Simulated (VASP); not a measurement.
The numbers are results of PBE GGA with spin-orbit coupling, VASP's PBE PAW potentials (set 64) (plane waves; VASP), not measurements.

The input files of a VASP run:

File POSCAR:
```
SrCl2
1
    0.0000000000     3.4900000000     3.4900000000
    3.4900000000     0.0000000000     3.4900000000
    3.4900000000     3.4900000000     0.0000000000
Sr Cl
1 2
Direct
 -0.0027050000  -0.0089210000   0.0023840000
  0.2410870000   0.2573820000   0.2481460000
  0.7616180000   0.7515390000   0.7494700000
```

INCAR:
```
# general
SYSTEM        = SrCl2
PREC          = Accurate
ENCUT         = 300
LREAL         = F   # projection in real space or not
LASPH         = T   # aspherical one-centre terms

# electronic loop
EDIFF         = 1E-6   # SCF stop (eV)
NELM          = 100   # most electronic steps
ALGO          = Normal   # blocked Davidson
LMAXMIX       = 4

# smearing
ISMEAR        = -1   # Fermi-Dirac
SIGMA         = 0.05   # width (eV)

# functional
GGA           = PE   # PBE
GGA_COMPAT    = F

# spin
MAGMOM        = 0.0 0.0 0.0 0.0 0.0 0.0 0.0 0.0 0.0
LSORBIT       = T
LNONCOLLINEAR = T

# ions
ISIF          = 2

# output
LWAVE         = F
LCHARG        = F
LORBIT        = 11   # lm-projected
```

### KPOINTS
```
Automatic
0
G
4 4 4
0 0 0
```

POTCAR, in this order: Sr_sv Cl (PBE.64 set). Program: vasp_ncl.

Q: Predict the energy per atom (σ→0), largest force, band gap (on the k-mesh).

A: 
- energy per atom (σ→0): -4.284 eV/atom
- band gap (on the k-mesh): 5.31 eV
- largest force: 0.264 eV/Å

**OSZICAR**
```
...
DAV:   9    -0.128496208678E+02   -0.11027E-02   -0.17941E-02  5064   0.778E-01    0.227E-01
DAV:  10    -0.128514116593E+02   -0.17908E-02   -0.14376E-03  5392   0.249E-01    0.145E-01
DAV:  11    -0.128520105035E+02   -0.59884E-03   -0.31204E-04  4840   0.110E-01    0.595E-02
DAV:  12    -0.128520875375E+02   -0.77034E-04   -0.32093E-05  5152   0.305E-02    0.330E-02
DAV:  13    -0.128521375058E+02   -0.49968E-04   -0.43412E-05  4776   0.380E-02    0.117E-02
DAV:  14    -0.128521396313E+02   -0.21255E-05   -0.20563E-06  4016   0.850E-03    0.199E-03
DAV:  15    -0.128521399107E+02   -0.27942E-06   -0.27919E-07  3480   0.356E-03
   1 F= -.12852140E+02 E0= -.12852140E+02  d E =-.100243E-10  mag=     0.0000     0.0000    -0.0000
```

The structure is a typed SrCl2 crystal. The cell was not relaxed at this level, atoms are displaced from their ideal sites. The run is one of a series of settings (GGA_COMPAT = .FALSE., LNONCOLLINEAR = .TRUE., LSORBIT = .TRUE., MAGMOM = 0.0 0.0 0.0 0.0 0.0 0.0 0.0 0.0 0.0, program vasp_ncl against the base run), some of them coarse on purpose.
